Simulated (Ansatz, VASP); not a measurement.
# Sn: VASP beside Ansatz

Aim: how closely do two programs agree when they are given the same cell, functional and k mesh? The structure shown is the end of the Ansatz relaxation below.

Program: Ansatz 0.2.0. Level of theory: plane waves, with VASP 6.6.1 beside it; single point at PBEsol. Results are calculated unless marked as measured.

### 1. Set-up

It takes space group I4_1/amd (No. 141, tetragonal). Conventional cell: a = 4.640 Å, b = 4.640 Å, c = 6.474 Å, α = 90.00°, β = 90.00°, γ = 90.00°. Nearest to Sn lie 4 Sn at 2.83 Å. That group holds within 0.01 Å; judged at 0.001 Å it is C2/m (No. 12).

### 2. Ansatz: relaxation, PBEsol

Ansatz runs on its PAW soft_1 files.

This run makes the geometry at which the two programs are then compared.

Input file input.yaml:

```yaml
crystal:
  lattice:
    - [0.0, 3.2696672006, 3.2369705286]
    - [3.2696672006, 0.0, 3.2369705286]
    - [3.2696672006, 3.2696672006, 0.0]
  atoms:
    - { symbol: Sn, position: [0.499938246, 0.499938246, 0.499938246] }
    - { symbol: Sn, position: [0.750061754, 0.750061754, 0.750061754] }
  conventional_axes: [[-1, 1, 1], [1, -1, 1], [1, 1, -1]]
kpoints:
  mp_grid: { grid: [12, 12, 12], shift: [0.5, 0.5, 0.5] }
hamiltonian:
  xc: pbesol
  pseudopotentials: { kind: paw, azcp: { folder: soft_1 }, xc_functional: pbe }
scf:
  occupations: { method: gaussian, width: 0.015 }
output:
  forces: true
  stress: true
  eigenvalues: true
relax:
  adjacent_minimum: "off"
  f_tol: 0.001
  max_steps: 60
  cell: { stress_tol: 0.01, fix: [c, angles] }
```

Launch:

```bash
$ ansatz run input.yaml --threads 4 --pin off --max-ram 10240MiB --backend cpu --events-out ev --progress --plain --runs-dir out
```

Numbers of over 12 decimals in the logs are rounded to 6 here.

The log of the run:

```text
Engine: ansatz 0.2.0, aarch64-unknown-linux-gnu
Pseudopotentials: kind: paw
Pseudopotential: Sn, paw, valence charge 14, recommended cutoff 420 eV (normal), soft_1/Sn.paw.azcp
Functional definition: PBEsol
  exchange = pbesol_x
  correlation = pbesol_c
Crystal: 2 atoms, lattice volume = 69.211 Å³
Basis set: ecut = 420 eV, 1363 PW (Γ), exchange–correlation on 64×64×64 points (8 copies of the dense FFT grid, shifted against one another)
Bands: 18, of which v1, the nominal top of the filled ones, is band 14 counted from 1 (13 counted from 0)
Symmetry: 4 space group operations
Space group: C2/m (ITA 12), of the structure as read, at distance tolerance 4.1e-5 Å
k-points: 468 of 1728
Non-local potential: Sn, projectors of the file, l = 0: 2, l = 1: 2, l = 2: 2, l = 3: 1
PAW form: soft (Blöchl's): semilocal exchange-correlation on the pseudo side does not see the compensation charge
PAW frozen core: Sn, regenerated for the run's functional, and the local potential with it (the file was generated under x = pbe(κ = 0.804, μ = 0.219515), c = pbe(β = 0.066725))
PAW one-centre angular grid: Sn, 590 points (default); XC on 64 Gauss nodes
Initial density: superposition of atomic densities (chi_scale 0.1, normalization cell)
Initial wavefunctions: pseudopotential atomic-orbital guess
Functional: x = pbesol(κ = 0.804, μ = 0.123457), c = pbesol(β = 0.046)
SCF iter   1: F=—  HF=-11899.716021 eV  |F-HF|=—  |Δ(HF+E_count)|=         —  Δρ=2.15e-2  dr2=3.37e-1  ethr=3.10e-3  ⟨swp⟩=6.0  Hψ=46753  notcnv=0
preconditioner: auto → none  [insulator: Δε(μ)=0.043 eV  Ē_g=19.904 eV  σ=0.015 eV  W_gap=0.96  n_scr=14 (ndim 8)  ℏωp=23.6 eV  f_vac=0.007  D(μ)=0.02/eV (n_scr^D=0)  ε∞_Penn≈2.4]
SCF iter   2: F=—  HF=-11899.652427 eV  |F-HF|=—  |Δ(HF+E_count)|=   6.36e-2  Δρ=9.72e-3  dr2=6.24e-2  ethr=1.20e-3  ⟨swp⟩=2.0  Hψ=14016  notcnv=0
SCF iter   3: F=—  HF=-11899.645269 eV  |F-HF|=—  |Δ(HF+E_count)|=   7.16e-3  Δρ=8.50e-4  dr2=3.25e-4  ethr=2.23e-4  ⟨swp⟩=2.6  Hψ=12112  notcnv=0
SCF iter   4: F=—  HF=-11899.645434 eV  |F-HF|=—  |Δ(HF+E_count)|=   1.65e-4  Δρ=3.55e-4  dr2=3.84e-5  ethr=1.16e-6  ⟨swp⟩=2.0  Hψ=16610  notcnv=0
SCF iter   5: F=—  HF=-11899.645440 eV  |F-HF|=—  |Δ(HF+E_count)|=   6.62e-6  Δρ=3.95e-5  dr2=8.34e-7  ethr=1.37e-7  ⟨swp⟩=2.0  Hψ=14976  notcnv=0
SCF iter   6: F=-11899.645441 eV  HF=-11899.645441 eV  |F-HF|=1.67e-8  |Δ(HF+E_count)|=   4.00e-7  Δρ=4.20e-6  dr2=1.27e-8  ethr=3.57e-10  ⟨swp⟩=7.0  Hψ=41250  notcnv=0
SCF 1 converged in 6 iterations: F = -11899.645441 eV  dr2 = 1.27e-8
  greatest PAW one-centre occupation: 0.991 electrons in one spin orbital (limit 2), on the Sn atom at site 1 (counted from 0), in its partial waves of l = 2
relax step   1: F+E_penalty+E_count = -11899.64544082 eV  Δ(F+E_penalty+E_count) = +0.000e0 eV  max|allowed force component| = 1.027e-3 eV/Å  Δτ_max = 0.0000 Å  P = +0.426 GPa  Ω = 69.211 Å³  fix = [c, alpha, beta, gamma]  reactions: c +0.636 GPa; alpha +0.040, beta +0.040, gamma +0.042 GPa/rad  (6 SCF iters, dr2 threshold 1.00e-7 eV, accepted)
[...]
relax step   2: F+E_penalty+E_count = -11899.64581662 eV  Δ(F+E_penalty+E_count) = -3.758e-4 eV  max|allowed force component| = 1.523e-3 eV/Å  Δτ_max = 0.0002 Å  P = +0.037 GPa  Ω = 69.840 Å³  energy of the carried Pulay correction = -2.655e-5 eV  fix = [c, alpha, beta, gamma]  reactions: c +0.337 GPa; alpha +0.034, beta +0.034, gamma +0.045 GPa/rad  (3 SCF iters, dr2 threshold 2.00e-7 eV, accepted)
[...]
relax step   3: F+E_penalty+E_count = -11899.64588238 eV  Δ(F+E_penalty+E_count) = -6.576e-5 eV  max|allowed force component| = 5.400e-4 eV/Å  Δτ_max = 0.0002 Å  P = +0.137 GPa  Ω = 69.676 Å³  energy of the carried Pulay correction = -1.965e-5 eV  fix = [c, alpha, beta, gamma]  reactions: c +0.415 GPa; alpha +0.039, beta +0.039, gamma +0.047 GPa/rad  (3 SCF iters, dr2 threshold 3.18e-8 eV, accepted)
[...]
relax step   4: F+E_penalty+E_count = -11899.64590218 eV  Δ(F+E_penalty+E_count) = -1.980e-5 eV  max|allowed force component| = 5.402e-4 eV/Å  Δτ_max = 0.0000 Å  P = +0.137 GPa  Ω = 69.676 Å³  fix = [c, alpha, beta, gamma]  reactions: c +0.415 GPa; alpha +0.039, beta +0.039, gamma +0.047 GPa/rad  stress off target by 1.34e-3 GPa on what of the cell is left free  SCF on the basis re-selected at this cell (its energy is not comparable with the rows above)  (5 SCF iters)
basis re-selected at this cell: Δ(F+E_penalty+E_count) = -1.980e-5 eV, ΔP = +0.000 GPa vs the last step (what re-selecting the basis moved, of the pressure what is left beyond the Pulay correction that the steps carried, after the strain that the cell walked since its last selection, with what the two solves' SCF thresholds leave and, on support functions, any second-order correction that the steps lacked; it is no m [...]
SCF converged after 5 iterations
Free energy (F): -11899.645902 eV
Harris-Foulkes:  -11899.645902 eV  (|F-HF|=1.09e-11)
Internal energy: -11899.645885 eV  (E = F + TS)
E sigma→0 (E₀):  -11899.645893 eV
Entropy (-TS):   -0.000018 eV (-0.009 meV/atom)
Fermi energy:    7.492254 eV
--- Per-component energies (eV) ---
  E_band       = -255.635753
  E_kinetic    = 336.856484
  E_local      = -2646.061900  (includes V_loc(G=0)·N_el)
  E_nonlocal   = 293.818644
  E_hartree    = 1284.342734
  E_xc         = -248.949372
  E_vxc        = -160.291200  (∫ρ·V_xc dr)
  E_paw        = -8592.656080  (= ΣΔE_a)
  E_vpaw       = -648.643817  (= ΣTr[D̂ρ^β])
  E_aug_tail   = 0.000577  (compensation charges beyond the density's cutoff)
  E_ewald      = -2327.566650
  E_core_change = 0.569679  (= ΣΔE_core)
  E_smearing   = -0.000018  (= −TS)
  E_closure    = 0.000000  (closes the sum)
  Σ components = -11899.645902   (vs F -11899.645902, Δ=0.00e0)
--- Forces (eV/Å), atoms counted from 1 ---
  atom   1  Sn     0.00039905     0.00039905     0.00054015
  atom   2  Sn    -0.00039905    -0.00039905    -0.00054015
  max |Σ_I F_I| component: 0.00e0 eV/Å
--- Stress (GPa, compression-positive) ---
       -0.001337      -0.046718      -0.039264
       -0.046718      -0.001337      -0.039264
       -0.039264      -0.039264       0.414516
  P = ⅓ Tr σ = 0.1373 GPa (1.373 kbar)
--- Band table (eV; the first three rows and the last of 468) ---
  k-point 0: bands = [... 10 lower, -3.0020, 6.3798, 7.5004, 7.5531, 7.7420, 9.6427, 9.6961, 9.7044]
  k-point 1: bands = [... 10 lower, -2.9146, 5.5580, 7.1924, 7.4299, 8.1046, 9.7903, 9.8607, 10.1774]
  k-point 2: bands = [... 10 lower, -2.6989, 4.3946, 6.8142, 7.1579, 8.1055, 10.1223, 10.3261, 10.9965]
  k-point 467: bands = [... 10 lower, -1.3780, 1.2379, 5.7126, 6.3313, 8.0270, 10.5647, 10.8964, 13.3048]
--- Relaxed structure (3 steps of the walk, 3 accepted, 1 SCFs on fresh bases) ---
  F+E_penalty+E_count = -11899.64590218 eV   max|allowed force component| = 5.402e-4 eV/Å   (the final SCF, on the basis selected at the relaxed cell)
  cell:  # Å, volume = 69.6763 Å³
    - [0, 3.280637, 3.2369705286]
    - [3.280637, 0, 3.2369705286]
    - [3.280637, 3.280637, 0]
  atoms:
    - { symbol: Sn, position: [0.499924, 0.499924, 0.499963] }
    - { symbol: Sn, position: [0.750076, 0.750076, 0.750037] }
```

(Continued in part 2 of 5.)

[Lines on the potential files, build, host, timing and source positions are cut from VASP's logs without a mark.]

[Logs are printed without paths, hosts, clocks, repeated set-up lines and the standing remarks that a program may print on its own settings, such as how far it seeks lower states.]

[Hosts, paths, dates, database ids (printed as entryN), source tags and the programs' standing remarks are cut or masked in the printed files.]
